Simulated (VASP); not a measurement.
Shape and ions are relaxed at each volume.

Energy against volume of Er (hcp). The numbers are results of PBE GGA, VASP's PBE PAW potentials (set 64) (plane waves; VASP), not measurements.

The 4f electrons are frozen in the core of the lanthanide potential, so 4f levels, which can set the real gap, and their magnetism are missing.

```json
[
 {"V (Å³/atom)": "28.927", "E (eV/atom)": "-4.47528"},
 {"V (Å³/atom)": "29.850", "E (eV/atom)": "-4.48931"},
 {"V (Å³/atom)": "30.773", "E (eV/atom)": "-4.49477"},
 {"V (Å³/atom)": "31.696", "E (eV/atom)": "-4.49248"},
 {"V (Å³/atom)": "32.620", "E (eV/atom)": "-4.48327"}
]
```

Question: Fit a third-order Birch-Murnaghan equation of state.

Answer: 
```json
{
 "volume_per_atom": "30.95 Å³/atom",
 "bulk_modulus": "44.0 GPa",
 "pressure_derivative_of_the_bulk_modulus": "2.59"
}
```

Measured: bulk modulus 44.4 GPa (computed value off by -0.9 %), as given by Wikipedia, Erbium (infobox). The calculation is for a static lattice, while the measured bulk modulus holds thermal and zero-point effects, which are part of the difference.

The compound is Er in the hcp structure. It was relaxed first.
